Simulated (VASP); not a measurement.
Level of theory: exact exchange on PBE orbitals, VASP's PBE PAW potentials (set 64) (plane waves; VASP 6.6.1).

The input files of a VASP run:

File KPOINTS:
```
Regular mesh
0
G
  6 6 6
0 0 0
```

POSCAR:
```
BN
1
    0.0000000000     1.8544690000     1.8544690000
    1.8544690000     0.0000000000     1.8544690000
    1.8544690000     1.8544690000     0.0000000000
B N
1 1
Direct
  0.0000000000   0.0000000000   0.0000000000
  0.2500000000   0.2500000000   0.2500000000
```

INCAR:
```
AEXX = 1.0
AGGAC = 0.0
ALDAC = 0.0
ALGO = Eigenval
EDIFF = 1E-8
ENCUT = 500
GGA = PE
ISMEAR = 0
ISYM = 3
LASPH = .TRUE.
LCHARG = .FALSE.
LHFCALC = .TRUE.
LREAL = .FALSE.
LWAVE = .FALSE.
NELM = 1
PREC = Normal
PRECFOCK = Normal
SIGMA = 0.01
SYSTEM = BN
```

POTCAR, in this order: B_GW N_GW_new (PBE.64 set). Program: vasp_std. Read from the step before: WAVECAR.

**Question.** What will the output report for the number of irreducible k-points (NKPTS), largest plane-wave count, number of space-group operations, FFT grid (NGX, NGY, NGZ)?

**Answer.** 
number of irreducible k-points (NKPTS): 16
largest plane-wave count: 332
number of space-group operations: 24
FFT grid (NGX, NGY, NGZ): 14 × 14 × 14

The compound is BN in the zinc blende structure. This cell is one point of a volume scan, at 1.08 of the reference volume. The k-mesh is coarse (spacing up to 0.49 per Å, 2π included), so the numbers may not be converged in it.
